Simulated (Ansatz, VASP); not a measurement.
## Si3N4 in two plane-wave programs

Aim: how closely do two programs agree when they are given the same cell, functional and k mesh? The cell is taken from a series of runs on this material, whose earlier steps may have relaxed, scaled, displaced or heated it; both programs get it as it stands.

Main program and level: Ansatz 0.2.0; plane waves, with VASP 6.6.1 beside it; G0W0 gap at LDA.

## (1) Starting point

The structure is hexagonal, space group P6_3/m (No. 176). Conventional cell: a = 7.604 Å, b = 7.604 Å, c = 2.906 Å, α = 90.00°, β = 90.00°, γ = 120.00°. Nearest to Si lie 4 N at 1.73 to 1.74 Å. Nearest to N lie 3 Si at 1.74 Å. Nearest to N lie 3 Si at 1.73 Å. Farther neighbours and most contacts between anions are not listed.

Structure file:

```cif
data_structure
_symmetry_space_group_name_H-M 'P 1'
_symmetry_Int_Tables_number 1
_cell_length_a 7.6044
_cell_length_b 7.6044
_cell_length_c 2.9063
_cell_angle_alpha 90.000
_cell_angle_beta 90.000
_cell_angle_gamma 120.000
_cell_volume 145.55
loop_
_atom_site_label
_atom_site_type_symbol
_atom_site_fract_x
_atom_site_fract_y
_atom_site_fract_z
_atom_site_occupancy
Si1 Si 0.76848 0.17456 0.25000 1
Si2 Si 0.59392 0.76848 0.75000 1
Si3 Si 0.82544 0.59392 0.25000 1
Si4 Si 0.23152 0.82544 0.75000 1
Si5 Si 0.40608 0.23152 0.25000 1
Si6 Si 0.17456 0.40608 0.75000 1
N7 N 0.03050 0.33024 0.25000 1
N8 N 0.70026 0.03050 0.75000 1
N9 N 0.66976 0.70026 0.25000 1
N10 N 0.96950 0.66976 0.75000 1
N11 N 0.29974 0.96950 0.25000 1
N12 N 0.33024 0.29974 0.75000 1
N13 N 0.66667 0.33333 0.25000 1
N14 N 0.33333 0.66667 0.75000 1
```

## (2) VASP: G0W0 gap, LDA

Quasiparticle shifts depend on high empty states and on the cores, so they are the hardest test of two PAW sets.

Lines of VASP's logs that name or quote its potential files are left out, and so is its time.

The run reads the wave functions of an earlier VASP run, which isn't shown here.

File INCAR:

```
SYSTEM = Si3N4
PREC = Accurate
ENCUT = 450
ISMEAR = 0
SIGMA = 0.01
LREAL = .FALSE.
GGA = CA
NBANDS = 362
ALGO = EVGW0
NELMGW = 1
ENCUTGW = 100
NOMEGA = 64
PRECFOCK = Fast
NBANDSGW = 40
LWAVE = .FALSE.
LCHARG = .FALSE.
```

File POSCAR:

```
Si3N4
1.0
    7.6044000000      0.0000000000      0.0000000000
   -3.8022000000      6.5856035805      0.0000000000
    0.0000000000      0.0000000000      2.9063000000
Si N
6 8
Direct
    0.7684770000      0.1745570000      0.2500000000
    0.5939200000      0.7684770000      0.7500000000
    0.8254430000      0.5939200000      0.2500000000
    0.2315230000      0.8254430000      0.7500000000
    0.4060800000      0.2315230000      0.2500000000
    0.1745570000      0.4060800000      0.7500000000
    0.0305000000      0.3302400000      0.2500000000
    0.7002600000      0.0305000000      0.7500000000
    0.6697600000      0.7002600000      0.2500000000
    0.9695000000      0.6697600000      0.7500000000
    0.2997400000      0.9695000000      0.2500000000
    0.3302400000      0.2997400000      0.7500000000
    0.6666666667      0.3333333333      0.2500000000
    0.3333333333      0.6666666667      0.7500000000
```

File KPOINTS:

```
Automatic mesh
0
Gamma
3 3 4
0 0 0
```

Potentials, in the order of the species: Si_GW and N_GW (LDA family, release 64).

The run is started by

```bash
> export OMP_NUM_THREADS=4
> mpirun -np 1 vasp_std
```

Numbers of over 12 decimals in the logs are rounded to 6 here.

The program printed:

```text
[banner, memory and clock lines left out]
running    1 mpi-ranks, on    1 nodes
 distrk:  each k-point on    1 cores,    1 groups
 distr:  one band on    1 cores,    1 groups
 Offloading initialized ...    1 GPUs detected
 POSCAR found type information on POSCAR SiN
 POSCAR found :  2 types and      14 ions
|                                                                             |
|           W    W    AA    RRRRR   N    N  II  N    N   GGGG   !!!           |
|           W    W   A  A   R    R  NN   N  II  NN   N  G    G  !!!           |
|           W    W  A    A  R    R  N N  N  II  N N  N  G       !!!           |
|           W WW W  AAAAAA  RRRRR   N  N N  II  N  N N  G  GGG   !            |
|           WW  WW  A    A  R   R   N   NN  II  N   NN  G    G                |
|           W    W  A    A  R    R  N    N  II  N    N   GGGG   !!!           |
|                                                                             |
|     The default for ENCUTGWSOFT is different in this version of VASP.       |
|     please manually set ENCUTGWSOFT =100 in the INCAR file.                 |
|                                                                             |

 LDA part: xc-table for (Slater(with rela. corr.)+CA(PZ))
 , standard interpolation
 found WAVECAR, reading the header
 POSCAR, INCAR and KPOINTS ok, starting setup
 FFT: planning ... GRIDC
 FFT: planning ... GRID_SOFT
 FFT: planning ... GRID
 reading WAVECAR
 the WAVECAR file was read successfully
 initial charge from wavefunction
 available memory per node:   1626.78 GB, setting MAXMEM to   1665819

 The Fermi energy was updated, please check that it is located mid-gap
 values below the HOMO (VB) or above the LUMO (CB) will cause erroneous energies
 E-fermi :   8.3797

 calculate exact exchange contribution
 the WAVEDER file was read successfully
energies w=
    0.000    0.000    0.620    0.000    1.239    0.000    1.854    0.000
    2.466    0.000    3.073    0.000    3.673    0.000    4.267    0.000
    4.852    0.000    5.431    0.000    6.001    0.000    6.563    0.000
    7.118    0.000    7.665    0.000    8.205    0.000    8.739    0.000
    9.267    0.000    9.791    0.000   10.310    0.000   10.827    0.000
   11.342    0.000   11.856    0.000   12.370    0.000   12.886    0.000
   13.404    0.000   13.927    0.000   14.455    0.000   14.991    0.000
   15.535    0.000   16.089    0.000   16.656    0.000   17.238    0.000
   17.836    0.000   18.453    0.000   19.094    0.000   19.759    0.000
   20.453    0.000   21.180    0.000   21.945    0.000   22.753    0.000
   23.611    0.000   24.524    0.000   25.502    0.000   26.555    0.000
   27.694    0.000   28.934    0.000   30.292    0.000   31.788    0.000
   33.449    0.000   35.307    0.000   37.402    0.000   39.788    0.000
   42.532    0.000   45.724    0.000   49.489    0.000   53.996    0.000
   59.490    0.000   66.335    0.000   75.095    0.000   86.690    0.000
  102.746    0.000  126.408    0.000  164.674    0.000  236.904    0.000
 responsefunction array rank=     341
 LDA part: xc-table for (Slater(with rela. corr.)+CA(PZ))
 , standard interpolation

 min. memory requirement per mpi rank   1203.0 MB, per node   1203.0 MB

 allocating  64 responsefunctions rank=   341
 shmem allocating  64 responsefunctions rank=   341
 response function shared by NCSHMEM nodes    1
 Doing            64  frequencies on each core in blocks of            64
NQ=   1    0.0000    0.0000    0.0000,
|.........|.........|.........|.........|.........|.........|.........|.........
 performed       1020000 updates of chi_q(r,r)
 total number of BLAS operations        949.75 Gflops
NQ=   2    0.3333    0.0000    0.0000,
|.........|.........|.........|.........|.........|.........|.........|.........
 performed       2649000 updates of chi_q(r,r)
 total number of BLAS operations       2447.51 Gflops
NQ=   3    0.3333    0.3333    0.0000,
|.........|.........|.........|.........|.........|.........|.........|.........
 performed       3872000 updates of chi_q(r,r)
 total number of BLAS operations       3475.16 Gflops
NQ=   4    0.0000    0.0000    0.2500,
|.........|.........|.........|.........|.........|.........|.........|.........
 performed       5095000 updates of chi_q(r,r)
 total number of BLAS operations       4573.78 Gflops
NQ=   5    0.3333    0.0000    0.2500,
|.........|.........|.........|.........|.........|.........|.........|.........
 performed       6897000 updates of chi_q(r,r)
 total number of BLAS operations       6134.95 Gflops
NQ=   6    0.3333    0.3333    0.2500,
|.........|.........|.........|.........|.........|.........|.........|.........
 performed       8236000 updates of chi_q(r,r)
 total number of BLAS operations       7323.25 Gflops
NQ=   7    0.0000    0.0000    0.5000,
|.........|.........|.........|.........|.........|.........|.........|.........
 performed       9256000 updates of chi_q(r,r)
 total number of BLAS operations       8138.84 Gflops
NQ=   8    0.3333    0.0000    0.5000,
|.........|.........|.........|.........|.........|.........|.........|.........
 performed      10885000 updates of chi_q(r,r)
 total number of BLAS operations       9540.98 Gflops
NQ=   9    0.3333    0.3333    0.5000,
|.........|.........|.........|.........|.........|.........|.........|.........
 performed      12108000 updates of chi_q(r,r)
 total number of BLAS operations      10607.05 Gflops
 resolving degeneracies of screened two electron integrals

 calculate QP shifts <psi_nk| G(iteration)W_0 |psi_nk>: iteration 1
 entering main loop
```

From OUTCAR (step 2):

```text
ion  position               nearest neighbor table
   1  0.768  0.175  0.250-  13 1.73   8 1.74   8 1.74   7 1.74   3 3.00   5 3.00   2 3.05   2 3.05
                             6 3.05   6 3.05
   2  0.594  0.768  0.750-  14 1.73   9 1.74   9 1.74   8 1.74   6 3.00   4 3.00   1 3.05   1 3.05
                             3 3.05   3 3.05
   3  0.825  0.594  0.250-  13 1.73  10 1.74  10 1.74   9 1.74   1 3.00   5 3.00   4 3.05   4 3.05
                             2 3.05   2 3.05
   4  0.232  0.825  0.750-  14 1.73  11 1.74  11 1.74  10 1.74   6 3.00   2 3.00   5 3.05   5 3.05
                             3 3.05   3 3.05
   5  0.406  0.232  0.250-  13 1.73  12 1.74  12 1.74  11 1.74   3 3.00   1 3.00   4 3.05   4 3.05
                             6 3.05   6 3.05
   6  0.175  0.406  0.750-  14 1.73   7 1.74   7 1.74  12 1.74   4 3.00   2 3.00   1 3.05   1 3.05
                             5 3.05   5 3.05
   7  0.031  0.330  0.250-   6 1.74   6 1.74   1 1.74
   8  0.700  0.031  0.750-   1 1.74   1 1.74   2 1.74
   9  0.670  0.700  0.250-   2 1.74   2 1.74   3 1.74
  10  0.969  0.670  0.750-   3 1.74   3 1.74   4 1.74
  11  0.300  0.969  0.250-   4 1.74   4 1.74   5 1.74
  12  0.330  0.300  0.750-   5 1.74   5 1.74   6 1.74
  13  0.667  0.333  0.250-   1 1.73   3 1.73   5 1.73
  14  0.333  0.667  0.750-   4 1.73   6 1.73   2 1.73

  LATTYP: Found a hexagonal cell.
 ALAT       =     7.6044000000
 C/A-ratio  =     0.3821866288

 Subroutine GETGRP returns: Found 12 space group operations
 (whereof  6 operations were pure point group operations)

The static configuration has the point symmetry S_6 .
 The point group associated with its full space group is C_6h.

 Found      9 irreducible k-points:

   k-points           NKPTS =      9   k-points in BZ     NKDIM =     36   number of bands    NBANDS=    362

   dimension x,y,z NGX =    54 NGY =   54 NGZ =   20
   dimension x,y,z NGXF=   108 NGYF=  108 NGZF=   40

   ENCUT  =  450.0 eV  33.07 Ry    5.75 a.u.  13.15 13.15  5.03*2*pi/ulx,y,z

   NELECT =      64.0000    total number of electrons

  energy-cutoff  :      450.00
  volume of cell :      145.55
      direct lattice vectors                 reciprocal lattice vectors
     7.604400000  0.000000000  0.000000000     0.131502814  0.075923185 -0.000000000
    -3.802200000  6.585603580  0.000000000     0.000000000  0.151846370  0.000000000
     0.000000000  0.000000000  2.906300000     0.000000000 -0.000000000  0.344080102

 k-points in reciprocal lattice and weights: Automatic mesh
   0.00000000  0.00000000  0.00000000       0.028
   0.33333333  0.00000000  0.00000000       0.167
   0.33333333  0.33333333  0.00000000       0.056
   0.00000000  0.00000000  0.25000000       0.056
   0.33333333  0.00000000  0.25000000       0.333
   0.33333333  0.33333333  0.25000000       0.111
   0.00000000  0.00000000  0.50000000       0.028
   0.33333333  0.00000000  0.50000000       0.167
   0.33333333  0.33333333  0.50000000       0.056

 E-fermi :   8.3797

 QP shifts <psi_nk| G(iteration)W_0 |psi_nk>: iteration 1
 for sc-GW calculations column KS-energies equals QP-energies in previous step
 and V_xc(KS)=  KS-energies - (<T + V_ion + V_H > + <T+V_H+V_ion>^1  + <V_x>^1)
 k-point   1 :       0.0000    0.0000    0.0000
  band No.  KS-energies  QP-energies   sigma(KS)   V_xc(KS)     V^pw_x(r,r')   Z            occupation Imag(sigma)
    ...
     29       5.0335       4.4513     -17.3742     -16.6373     -20.5915       0.7901       2.0000       0.0589
     30       5.8766       5.2893     -17.3929     -16.6446     -20.7171       0.7848       2.0000       0.0621
     31       5.9504       5.4017     -17.5786     -16.8822     -20.7894       0.7879       2.0000       0.0585
     32       6.1487       5.5891     -17.6601     -16.9501     -20.9964       0.7883       2.0000       0.0607
     33      10.4829      11.7012      -9.7677     -11.2405      -5.5110       0.8272       0.0000      -0.0646
     34      10.9529      11.9146     -10.1978     -11.3592      -6.3099       0.8281       0.0000      -0.0610
     35      11.0931      12.3741     -10.5740     -12.1355      -6.3347       0.8203       0.0000      -0.0658
     36      11.0931      12.3741     -10.5740     -12.1355      -6.3347       0.8203       0.0000      -0.0658
    ...

 k-point   2 :       0.3333    0.0000    0.0000
  band No.  KS-energies  QP-energies   sigma(KS)   V_xc(KS)     V^pw_x(r,r')   Z            occupation Imag(sigma)
    ...
     29       4.9667       4.3392     -16.9395     -16.1424     -20.1349       0.7872       2.0000       0.0610
     30       5.6717       5.1067     -17.4264     -16.7090     -20.6421       0.7876       2.0000       0.0594
     31       5.9668       5.3895     -17.4989     -16.7648     -20.8275       0.7865       2.0000       0.0615
     32       6.1166       5.5545     -17.6415     -16.9283     -20.9771       0.7882       2.0000       0.0608
     33      10.7283      11.9693      -9.9491     -11.4551      -5.6756       0.8241       0.0000      -0.0654
     34      10.8825      12.1052     -10.3277     -11.8129      -6.1539       0.8233       0.0000      -0.0642
     35      11.1124      12.3938     -10.4260     -11.9880      -6.1588       0.8203       0.0000      -0.0665
     36      11.3387      12.4872     -10.2015     -11.5969      -6.0509       0.8230       0.0000      -0.0651
    ...

 k-point   3 :       0.3333    0.3333    0.0000
  band No.  KS-energies  QP-energies   sigma(KS)   V_xc(KS)     V^pw_x(r,r')   Z            occupation Imag(sigma)
    ...
     29       5.1837       4.5653     -17.0746     -16.2879     -20.3078       0.7862       2.0000       0.0619
     30       5.1837       4.5653     -17.0746     -16.2879     -20.3078       0.7862       2.0000       0.0619
     31       6.0565       5.4895     -17.5941     -16.8737     -20.9276       0.7869       2.0000       0.0610
     32       6.0565       5.4895     -17.5941     -16.8737     -20.9276       0.7869       2.0000       0.0610
     33      10.8851      12.1571     -10.5382     -12.0887      -6.3986       0.8204       0.0000      -0.0643
     34      11.0314      12.2849     -10.2052     -11.7290      -5.9176       0.8226       0.0000      -0.0665
     35      11.0314      12.2849     -10.2052     -11.7290      -5.9176       0.8226       0.0000      -0.0665
     36      11.7599      13.0228     -10.3242     -11.8643      -5.9514       0.8200       0.0000      -0.0692
    ...

 k-point   4 :       0.0000    0.0000    0.2500
  band No.  KS-energies  QP-energies   sigma(KS)   V_xc(KS)     V^pw_x(r,r')   Z            occupation Imag(sigma)
    ...
     29       4.7342       4.0613     -16.8924     -16.0353     -20.2335       0.7851       2.0000       0.0659
     30       4.9969       4.3881     -17.2804     -16.5071     -20.5491       0.7873       2.0000       0.0610
     31       4.9969       4.3881     -17.2804     -16.5071     -20.5491       0.7873       2.0000       0.0610
     32       6.2765       5.7676     -17.7668     -17.1218     -20.9765       0.7890       2.0000       0.0571
     33      11.8749      13.1236     -10.4309     -11.9551      -6.0927       0.8193       0.0000      -0.0689
     34      11.8749      13.1236     -10.4309     -11.9551      -6.0927       0.8193       0.0000      -0.0689
     35      12.6356      13.5593      -8.8069      -9.9185      -4.9183       0.8310       0.0000      -0.0654
     36      12.8997      14.2883     -11.1702     -12.8812      -6.8284       0.8116       0.0000      -0.0740
    ...

[... 4 further parts left out ...]
```

(Continued in part 2 of 2.)

[Lines on the potential files, build, host, timing and source positions are cut from VASP's logs without a mark.]

[Logs are printed without paths, hosts, clocks, repeated set-up lines and the standing remarks that a program may print on its own settings, such as how far it seeks lower states.]

[Hosts, paths, dates, database ids (printed as entryN), source tags and the programs' standing remarks are cut or masked in the printed files.]
